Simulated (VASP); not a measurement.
Given:

```
CdS
1.0
    0.00000     2.93782     2.93782
    2.93782     0.00000     2.93782
    2.93782     2.93782     0.00000
Cd S
1 1
Cartesian
  2.93782   5.87565   2.93782
  1.46891   1.46891   1.46891
```

Method: r2SCAN meta-GGA, VASP's PBE PAW potentials (set 64) (plane waves; VASP). Settings: 400 eV cut-off, 9×9×9 Γ-centred mesh, tetrahedra with Blöchl corrections, potentials Cd S.

Q: Predict the energy per atom (σ→0), band gap (over mesh and band path) with the smallest direct gap where there is one.

A: 
* **band gap (over mesh and band path)**: 1.54 eV
* **smallest direct gap (over mesh and band path)**: 1.54 eV
* **energy per atom (σ→0)**: -14.842 eV/atom

The absolute energy has meaning only against runs of the same code, potentials and settings.

The structure was generated: CdS was put into the zinc blende type (F-43m), which need not be its known phase. It was relaxed first, which changed the volume by +7 %.
